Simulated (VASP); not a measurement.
```yaml
crystal:
  lattice:
    - [0.00000, 1.78363, 1.78363]
    - [1.78363, 0.00000, 1.78363]
    - [1.78363, 1.78363, 0.00000]
  atoms:
    - { symbol: Cu, position: [0.00000, 0.00000, 0.00000] }
```

Level of theory: AM05 GGA, VASP's PBE PAW potentials (set 64) (plane waves; VASP). Numerical set-up: 520 eV cut-off, 20×20×20 Γ-centred mesh, tetrahedra with Blöchl corrections, potentials Cu.

Q: What does the run give for the energy per atom (σ→0), band gap (on the k-mesh) with the smallest direct gap where there is one?

A: 
The band gap (on the k-mesh) is none (metal, semimetal or under 0.01 eV). The energy per atom (σ→0) is -4.066 eV/atom.

The absolute energy has meaning only against runs of the same code, potentials and settings.

The compound is Cu in the fcc structure. It was relaxed first.
